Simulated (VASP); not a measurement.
Runs of VASP 6.6.1 on ZnH. Symmetry: Pm-3m, No. 221, cubic system. The conventional cell has a = 2.948 Å, b = 2.948 Å, c = 2.948 Å, α = 90.00°, β = 90.00°, γ = 90.00°. Around Zn (site symmetry m-3m) lie 8 H at 2.55 Å. H (site symmetry m-3m) is surrounded by 8 Zn at 2.55 Å. The cell was built by a generator and needn't be a form met in nature.

| task | level | potentials or basis | cell | cutoff (eV) | smearing | gap on the mesh (eV) | pressure (GPa) | relaxed volume (Å³/atom) |
| --- | --- | --- | --- | --- | --- | --- | --- | --- |
| relaxation of cell and atoms | PBE | VASP PAW PBE potentials, release 64 (Zn, H) | relaxed | 600 | gaussian 0.05 eV | none | 0.0 | 9.94 |
| electrostatic potential | PBE+D3 | VASP PAW PBE potentials, release 64 (Zn, H) | as given | 520 | gaussian 0.1 eV | none | -10.8 | - |
| relaxation of cell and atoms | PW91 | VASP PAW PBE potentials, release 64 (Zn, H_s) | relaxed | 480 | tetrahedron | none | -0.1 | (b) |
| single point | PBE | VASP PAW PBE potentials, release 64 (Zn, H) | as given | 520 | fermi-dirac 0.05 eV | none | (a) | - |
| relaxation of cell and atoms | LDA | VASP PAW LDA potentials, release 64 (Zn, H) | relaxed | 600 | gaussian 0.05 eV | none | 0.0 | 9.05 |

Alike in all rows: no spin polarisation; k mesh 9 × 9 × 9.

Task: Fill in the values left out.

Result: (a) -9.8; (b) 10.00.

Caveats: the volume moved by over 15 % at a fixed basis, so the end points are rough (some runs); pairwise dispersion overbinds metals, which lowers pressure and volume (some runs); the PAW data sets were made with another functional, which shifts forces and pressure a little (some runs).

A k mesh can miss the band edges.

A gap of «none» marks a metal or a gap under the smearing width.

Not every run made on this cell is shown here.
